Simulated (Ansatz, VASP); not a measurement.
# Cross-check of W between VASP and Ansatz, part 2 of 2

One calculation is typed for both programs; each brings its own data sets. How far apart do they land? The cell is taken from a series of runs on this material, whose earlier steps may have relaxed, scaled, displaced or heated it; both programs get it as it stands.

VASP 6.6.1 and Ansatz 0.2.0.

So far: Starting point; VASP: single point, PBEsol, pair 1; Ansatz: single point, PBEsol, pair 1.

### Step 4. Side by side

Known differences besides the potentials themselves: Ansatz cuts the interaction across the vacuum, VASP repeats the sheet with a dipole correction; the data sets hold 140 valence electrons in Ansatz (on its PAW soft_1 files) and 60 in VASP; the cutoff is 420 eV in Ansatz and 520 eV in VASP; Ansatz makes its cores anew for this functional, VASP keeps those of its PBE data sets. Total energies have different zeros and are not compared.

Forces (eV/Å; atoms numbered as in POSCAR):

| atom | Ansatz x, y, z | VASP x, y, z |
| --- | --- | --- |
| W1 | 0.203, -0.183, 0.013 | 0.232, -0.208, 0.289 |
| W2 | -0.203, 0.183, 0.013 | -0.232, 0.208, 0.289 |
| W3 | 0.027, -0.030, -0.011 | 0.002, -0.002, -0.112 |
| W4 | -0.027, 0.030, -0.011 | -0.002, 0.002, -0.112 |
| W5 | 0.000, 0.000, 0.000 | 0.000, 0.000, 0.000 |
| W6 | 0.000, 0.000, 0.000 | 0.000, 0.000, 0.000 |
| W7 | -0.027, 0.030, 0.011 | -0.002, 0.002, 0.112 |
| W8 | 0.027, -0.030, 0.011 | 0.002, -0.002, 0.112 |
| W9 | -0.203, 0.183, -0.013 | -0.232, 0.208, -0.289 |
| W10 | 0.203, -0.183, -0.013 | 0.232, -0.208, -0.289 |

The forces differ by 109 meV/Å r.m.s., which is 68.1 % of the r.m.s. force of 0.161 eV/Å (both taken over all components). With vacuum in the cell, a pressure given here is an average over mostly empty space and none of the material.

### Step 5. Other set-ups

Further runs change the set-up of one program: Ansatz's method, potentials or start, or VASP's data sets, cutoff or form of LDA. The table gives that difference for each run.

| run | r.m.s. force difference (meV/Å) |
| --- | --- |
| as above | 109 |
| VASP with the data sets W_sv and a cutoff of 400 eV | 21 |

### Step 6. VASP: single point, PBEsol, pair 2

With cell and atoms fixed, the geometry can't cause a difference; cores, projectors, grids and the points listed under the comparison can.

INCAR reads:

```
SYSTEM = W
PREC = Accurate
ENCUT = 520
EDIFF = 1E-06
NELM = 120
ISMEAR = 1
SIGMA = 0.2
LREAL = .FALSE.
ALGO = Normal
GGA = PS
NBANDS = 40
LASPH = .TRUE.
LORBIT = 11
LWAVE = .FALSE.
LCHARG = .FALSE.
ISIF = 2
LDIPOL = .TRUE.
IDIPOL = 3
DIPOL = 0.5 0.5 0.735
LVHAR = .TRUE.
GGA_COMPAT = .FALSE.
NELMDL = -8
KPAR = 2
```

POSCAR reads:

```
W
1.0
   -3.0799851754     -3.0799851754      0.0000000000
   -3.0799851754      3.0799851754      0.0000000000
    0.0000000000      0.0000000000    -36.4599902000
W
10
Direct
    0.9989512816      0.9816634668      0.8200805945
    0.5010487184      0.5183365332      0.8200805945
    0.0000933392      0.4983679910      0.7793861571
    0.4999066608      0.0016320090      0.7793861571
    0.5000000000      0.5000000000      0.7349149041
    0.0000000000      0.0000000000      0.7349149041
    0.9999066608      0.5016320090      0.6904436511
    0.5000933392      0.9983679910      0.6904436511
    0.0010487184      0.0183365332      0.6497492137
    0.4989512816      0.4816634668      0.6497492137
```

KPOINTS reads:

```
Automatic mesh
0
Gamma
8 8 1
0 0 0
```

Potentials, in the order of the species: W (PBE family, release 64).

Launch:

```bash
$ mpirun -np 2 vasp_std
```

Numbers of over 12 decimals in the logs are rounded to 6 here.

Log:

```text
[banner, memory and clock lines left out]
running    2 mpi-ranks, on    1 nodes
[...]
[... a notice as in an earlier step ...]

 LDA part: xc-table for (Slater+PW92), standard interpolation
 POSCAR, INCAR and KPOINTS ok, starting setup
[...]
entering main loop
       N       E                     dE             d eps       ncg     rms          rms(c)
DAV:   1     0.364789724614E+03    0.36479E+03   -0.19794E+04  2720   0.111E+03
DAV:   2    -0.759817277067E+02   -0.44077E+03   -0.41697E+03  4136   0.221E+02
DAV:   3    -0.134659501447E+03   -0.58678E+02   -0.56679E+02  3184   0.867E+01
DAV:   4    -0.138375838897E+03   -0.37163E+01   -0.35859E+01  4232   0.206E+01
[...]
DAV:  27    -0.128175707610E+03   -0.56653E-05   -0.47283E-06  3272   0.882E-03    0.105E-02
DAV:  28    -0.128175711793E+03   -0.41830E-05   -0.14082E-06  2216   0.478E-03    0.744E-03
DAV:  29    -0.128175711851E+03   -0.58038E-07   -0.37381E-07  2096   0.385E-03
   1 F= -.12817571E+03 E0= -.12816849E+03  d E =-.216716E-01
```

From OUTCAR (step 6):

```text
  Total       -2.4564090     -2.5188661     -2.6046389     -0.0133932      0.0000000      0.0000000
  in kB       -5.6894131     -5.8340730     -6.0327359     -0.0310207      0.0000000      0.0000000
  external PRESSURE =      -5.8520740 kB  Pullay stress =       0.0000000 kB

 POSITION                                       TOTAL-FORCE (eV/Angst)
 -----------------------------------------------------------------------------------
     -6.10026     -0.05325    -29.90013         0.407542     -0.368715      0.215826
     -3.13969      0.05325    -29.90013        -0.407542      0.368715      0.215826
     -1.53525      1.53468    -28.41641         0.014045     -0.015682     -0.023802
     -1.54473     -1.53468    -28.41641        -0.014045      0.015682     -0.023802
     -3.07999      0.00000    -26.79499         0.000000      0.000000      0.000000
      0.00000      0.00000    -26.79499         0.000000      0.000000      0.000000
     -4.62472     -1.53468    -25.17357        -0.014045      0.015682      0.023802
     -4.61524      1.53468    -25.17357         0.014045     -0.015682      0.023802
     -0.05971      0.05325    -23.68985        -0.407542      0.368715     -0.215826
     -3.02028     -0.05325    -23.68985         0.407542     -0.368715     -0.215826
 -----------------------------------------------------------------------------------
    total drift:                                0.000000     -0.000000      0.000573

  FREE ENERGIE OF THE ION-ELECTRON SYSTEM (eV)
  ---------------------------------------------------
  free  energy   TOTEN  =      -128.1757118513 eV

  energy  without entropy=     -128.1540402147  energy(sigma->0) =     -128.16848797

[... 2 parts as in an earlier step ...]

[... 1 further part left out ...]
[key lines of the parts left out:]
E-fermi :  -1.5690
```

The run ends at a pressure of -0.59 GPa, with forces up to 0.59 eV/Å.

### Step 7. Ansatz: single point, PBEsol, pair 2

The same cell, functional, mesh and smearing now go to Ansatz, which takes its cutoff from its data sets.

The cell is taken from a series of runs on this material, whose earlier steps may have relaxed, scaled, displaced or heated it; both programs get it as it stands.

input.yaml reads:

```yaml
crystal:
  lattice:
    - [-3.0799851754, -3.0799851754, 0.0]
    - [-3.0799851754, 3.0799851754, 0.0]
    - [0.0, 0.0, -36.4599902]
  atoms:
    - { symbol: W, position: [0.9989512816, -0.0183365332, 0.8200805945] }
    - { symbol: W, position: [0.5010487184, 0.5183365332, 0.8200805945] }
    - { symbol: W, position: [9.33392e-05, 0.498367991, 0.7793861571] }
    - { symbol: W, position: [0.4999066608, 0.001632009, 0.7793861571] }
    - { symbol: W, position: [0.5, 0.5, 0.7349149041] }
    - { symbol: W, position: [0.0, 0.0, 0.7349149041] }
    - { symbol: W, position: [-9.33392e-05, 0.501632009, 0.6904436511] }
    - { symbol: W, position: [0.5000933392, -0.001632009, 0.6904436511] }
    - { symbol: W, position: [1.0010487184, 0.0183365332, 0.6497492137] }
    - { symbol: W, position: [0.4989512816, 0.4816634668, 0.6497492137] }
  periodic: [true, true, false]
kpoints:
  mp_grid: { grid: [8, 8, 1] }
hamiltonian:
  xc: pbesol
  pseudopotentials: { kind: paw, azcp: { folder: soft_1 }, xc_functional: pbe }
scf:
  occupations: { method: methfessel_paxton, width: 0.2 }
output:
  forces: true
  stress: true
  eigenvalues: true
```

Launch:

```bash
$ ansatz run input.yaml --threads 8 --pin off --max-ram 16384MiB --backend cpu --events-out ev --progress --plain --runs-dir out
```

Log:

```text
[...]
Crystal: 10 atoms, lattice volume = 691.741 Å³
Basis set: ecut = 420 eV, 13513 PW (Γ), exchange–correlation on 60×60×500 points (8 copies of the dense FFT grid, shifted against one another)
Bands: 84, of which v1, the nominal top of the filled ones, is band 70 counted from 1 (69 counted from 0)
Symmetry: 4 space group operations
[...]
k-points: 34 of 64
[...]
k-point 1: bands = [... 66 lower, -4.7725, -4.6716, -4.6105, -4.3547, -3.8086, -3.5165, -3.2205, -2.9963, ... 10 higher]
  k-point 2: bands = [... 66 lower, -4.9097, -4.7326, -4.5604, -4.0558, -3.8380, -3.7470, -3.5969, -3.5678, ... 10 higher]
  k-point 33: bands = [... 66 lower, -4.4193, -4.4127, -4.4032, -4.4007, -4.3339, -4.3268, -3.4952, -3.4873, ... 10 higher]
  ° read free of the cell's end (the report's vacuum.weakly_bound_levels)
[key lines of the parts left out:]
SCF converged after 11 iterations
Free energy (F): -102565.147848 eV
Fermi energy:    -4.343623 eV
P = ½ c Tr σ = 0.5744 N/m
```

### Step 8. Differences

What differs besides the data sets and the points named for the pairs above, as far as they apply: the data sets hold 140 valence electrons in Ansatz (on its PAW soft_1 files) and 60 in VASP. Total energies have different zeros and are not compared.

Forces (eV/Å; atoms numbered as in POSCAR):

| atom | Ansatz x, y, z | VASP x, y, z |
| --- | --- | --- |
| W1 | 0.348, -0.316, -0.066 | 0.408, -0.369, 0.216 |
| W2 | -0.348, 0.316, -0.066 | -0.408, 0.369, 0.216 |
| W3 | 0.064, -0.072, 0.082 | 0.014, -0.016, -0.024 |
| W4 | -0.064, 0.072, 0.082 | -0.014, 0.016, -0.024 |
| W5 | 0.000, 0.000, 0.000 | 0.000, 0.000, 0.000 |
| W6 | 0.000, 0.000, 0.000 | 0.000, 0.000, 0.000 |
| W7 | -0.064, 0.072, -0.082 | -0.014, 0.016, 0.024 |
| W8 | 0.064, -0.072, -0.082 | 0.014, -0.016, 0.024 |
| W9 | -0.348, 0.316, 0.066 | -0.408, 0.369, -0.216 |
| W10 | 0.348, -0.316, 0.066 | 0.408, -0.369, -0.216 |

The forces differ by 117 meV/Å r.m.s., which is 54.1 % of the r.m.s. force of 0.216 eV/Å (both taken over all components). With vacuum in the cell, a pressure given here is an average over mostly empty space and none of the material.

### Step 9. VASP: single point, PBEsol, pair 3

A single point gives forces, pressure and levels at one fixed geometry, so differences don't come from the geometry; what else differs is listed under the comparison.

INCAR is that of step 6.

POSCAR reads:

```
W
1.0
   -3.0799851754     -3.0799851754      0.0000000000
   -3.0799851754      3.0799851754      0.0000000000
    0.0000000000      0.0000000000    -36.4599902000
W
10
Direct
    0.9981647428      0.9679110669      0.8200805945
    0.5018352572      0.5320889331      0.8200805945
    0.0001633437      0.4971439843      0.7793861571
    0.4998366563      0.0028560157      0.7793861571
    0.5000000000      0.5000000000      0.7349149041
    0.0000000000      0.0000000000      0.7349149041
    0.9998366563      0.5028560157      0.6904436511
    0.5001633437      0.9971439843      0.6904436511
    0.0018352572      0.0320889331      0.6497492137
    0.4981647428      0.4679110669      0.6497492137
```

KPOINTS is that of step 6.

Launch:

```bash
$ mpirun -np 2 vasp_std
```

Log:

```text
[... set-up lines as in an earlier step ...]
 entering main loop
       N       E                     dE             d eps       ncg     rms          rms(c)
DAV:   1     0.365855190935E+03    0.36586E+03   -0.19797E+04  2720   0.111E+03
DAV:   2    -0.761142586686E+02   -0.44197E+03   -0.41851E+03  4168   0.221E+02
DAV:   3    -0.134796013609E+03   -0.58682E+02   -0.56813E+02  3160   0.870E+01
DAV:   4    -0.138459149145E+03   -0.36631E+01   -0.35475E+01  4200   0.204E+01
[...]
DAV:  31    -0.128326983644E+03   -0.39426E-05   -0.13261E-06  2208   0.489E-03    0.351E-03
DAV:  32    -0.128326985212E+03   -0.15689E-05   -0.44859E-07  2080   0.494E-03    0.158E-03
DAV:  33    -0.128326985804E+03   -0.59166E-06   -0.10354E-07  2064   0.126E-03
   1 F= -.12832699E+03 E0= -.12832238E+03  d E =-.138142E-01
```

Parts of OUTCAR (step 9):

```text
  Total       -1.6429465     -1.7792947     -1.4677404     -0.2431627      0.0000000      0.0000000
  in kB       -3.8053115     -4.1211143     -3.3995078     -0.5632013      0.0000000      0.0000000
  external PRESSURE =      -3.7753112 kB  Pullay stress =       0.0000000 kB

 POSITION                                       TOTAL-FORCE (eV/Angst)
 -----------------------------------------------------------------------------------
     -6.05548     -0.09318    -29.90013         0.464147     -0.428225      0.015846
     -3.18447      0.09318    -29.90013        -0.464147      0.428225      0.015846
     -1.53170      1.53069    -28.41641         0.051170     -0.060106      0.186348
     -1.54829     -1.53069    -28.41641        -0.051170      0.060106      0.186348
     -3.07999      0.00000    -26.79499        -0.000000     -0.000000      0.000000
      0.00000      0.00000    -26.79499        -0.000000     -0.000000      0.000000
     -4.62827     -1.53069    -25.17357        -0.051170      0.060106     -0.186348
     -4.61168      1.53069    -25.17357         0.051170     -0.060106     -0.186348
     -0.10449      0.09318    -23.68985        -0.464147      0.428225     -0.015846
     -2.97550     -0.09318    -23.68985         0.464147     -0.428225     -0.015846
 -----------------------------------------------------------------------------------
    total drift:                               -0.000000      0.000000      0.000102

  FREE ENERGIE OF THE ION-ELECTRON SYSTEM (eV)
  ---------------------------------------------------
  free  energy   TOTEN  =      -128.3269858041 eV

  energy  without entropy=     -128.3131716499  energy(sigma->0) =     -128.32238109

[... 2 parts as in an earlier step ...]

[... 1 further part left out ...]
[key lines of the parts left out:]
E-fermi :  -1.6092
```

The run ends at a pressure of -0.38 GPa, with forces up to 0.63 eV/Å.

### Step 10. Ansatz: single point, PBEsol, pair 3

The same cell, functional, mesh and smearing now go to Ansatz, which takes its cutoff from its data sets.

The cell is taken from a series of runs on this material, whose earlier steps may have relaxed, scaled, displaced or heated it; both programs get it as it stands.

input.yaml reads:

```yaml
crystal:
  lattice:
    - [-3.0799851754, -3.0799851754, 0.0]
    - [-3.0799851754, 3.0799851754, 0.0]
    - [0.0, 0.0, -36.4599902]
  atoms:
    - { symbol: W, position: [0.9981647428, -0.0320889331, 0.8200805945] }
    - { symbol: W, position: [0.5018352572, 0.5320889331, 0.8200805945] }
    - { symbol: W, position: [0.0001633437, 0.4971439843, 0.7793861571] }
    - { symbol: W, position: [0.4998366563, 0.0028560157, 0.7793861571] }
    - { symbol: W, position: [0.5, 0.5, 0.7349149041] }
    - { symbol: W, position: [0.0, 0.0, 0.7349149041] }
    - { symbol: W, position: [-0.0001633437, 0.5028560157, 0.6904436511] }
    - { symbol: W, position: [0.5001633437, -0.0028560157, 0.6904436511] }
    - { symbol: W, position: [1.0018352572, 0.0320889331, 0.6497492137] }
    - { symbol: W, position: [0.4981647428, 0.4679110669, 0.6497492137] }
  periodic: [true, true, false]
kpoints:
  mp_grid: { grid: [8, 8, 1] }
hamiltonian:
  xc: pbesol
  pseudopotentials: { kind: paw, azcp: { folder: soft_1 }, xc_functional: pbe }
scf:
  occupations: { method: methfessel_paxton, width: 0.2 }
output:
  forces: true
  stress: true
  eigenvalues: true
  write_density: true
  write_potential: true
  elf: true
  volumetric_format: npy
```

Launch:

```bash
$ ansatz run input.yaml --threads 8 --pin off --max-ram 16384MiB --backend cpu --events-out ev --progress --plain --runs-dir out
```

Log:

```text
[...]
Crystal: 10 atoms, lattice volume = 691.741 Å³
Basis set: ecut = 420 eV, 13513 PW (Γ), exchange–correlation on 60×60×500 points (8 copies of the dense FFT grid, shifted against one another)
Bands: 84, of which v1, the nominal top of the filled ones, is band 70 counted from 1 (69 counted from 0)
Symmetry: 4 space group operations
[...]
k-points: 34 of 64
[...]
k-point 1: bands = [... 66 lower, -4.8921, -4.7354, -4.6561, -4.4489, -3.8608, -3.6679, -3.3362, -3.1322, ... 10 higher]
  k-point 2: bands = [... 66 lower, -5.0366, -4.8587, -4.6887, -4.1528, -3.8971, -3.8084, -3.6057, -3.5670, ... 10 higher]
  k-point 33: bands = [... 66 lower, -4.5697, -4.5458, -4.4366, -4.4307, -4.3997, -4.3864, -3.5962, -3.5728, ... 10 higher]
  ° read free of the cell's end (the report's vacuum.weakly_bound_levels)
[key lines of the parts left out:]
SCF converged after 11 iterations
Free energy (F): -102565.274492 eV
Fermi energy:    -4.400990 eV
P = ½ c Tr σ = 1.2946 N/m
```

### Step 11. Side by side

What differs besides the data sets and the points named for the pairs above, as far as they apply: the data sets hold 140 valence electrons in Ansatz (on its PAW soft_1 files) and 60 in VASP. Total energies have different zeros and are not compared.

Forces (eV/Å; atoms numbered as in POSCAR):

| atom | Ansatz x, y, z | VASP x, y, z |
| --- | --- | --- |
| W1 | 0.357, -0.333, -0.279 | 0.464, -0.428, 0.016 |
| W2 | -0.357, 0.333, -0.279 | -0.464, 0.428, 0.016 |
| W3 | 0.141, -0.160, 0.306 | 0.051, -0.060, 0.186 |
| W4 | -0.141, 0.160, 0.306 | -0.051, 0.060, 0.186 |
| W5 | 0.000, 0.000, 0.000 | 0.000, 0.000, 0.000 |
| W6 | 0.000, 0.000, 0.000 | 0.000, 0.000, 0.000 |
| W7 | -0.141, 0.160, -0.306 | -0.051, 0.060, -0.186 |
| W8 | 0.141, -0.160, -0.306 | 0.051, -0.060, -0.186 |
| W9 | -0.357, 0.333, 0.279 | -0.464, 0.428, -0.016 |
| W10 | 0.357, -0.333, 0.279 | 0.464, -0.428, -0.016 |

The forces differ by 137 meV/Å r.m.s., which is 56.4 % of the r.m.s. force of 0.242 eV/Å (both taken over all components). With vacuum in the cell, a pressure given here is an average over mostly empty space and none of the material.

### Step 12. What came out

| Property | Result |
| --- | --- |
| r.m.s. force difference (single point, PBEsol, pair 1) | 109 meV/Å |
| r.m.s. force difference (single point, PBEsol, pair 2) | 54 % of the r.m.s. force |
| r.m.s. force difference (single point, PBEsol, pair 3) | 56 % of the r.m.s. force |

In words: The r.m.s. force difference is 56 % of the r.m.s. force (single point, PBEsol, pair 3), beyond the 3 % picked in this series as the mark of a large difference. The data sets hold unlike numbers of valence electrons (140 in Ansatz and 60 in VASP), so part of the differences comes from the potentials. Single point, PBEsol, pair 1, VASP with the data sets W_sv and a cutoff of 400 eV: r.m.s. force difference goes from 109 to 21 meV/Å. What causes the difference of the single point, PBEsol, pair 2 pair stays open here. What causes the difference of the single point, PBEsol, pair 3 pair stays open here. Such differences can come from data sets, numerical settings and the points named under the comparisons, not from the functional's error against experiment.

[Lines on the potential files, build, host, timing and source positions are cut from VASP's logs without a mark.]

[Logs are printed without paths, hosts, clocks, repeated set-up lines and the standing remarks that a program may print on its own settings, such as how far it seeks lower states.]

[Hosts, paths, dates, database ids (printed as entryN), source tags and the programs' standing remarks are cut or masked in the printed files.]
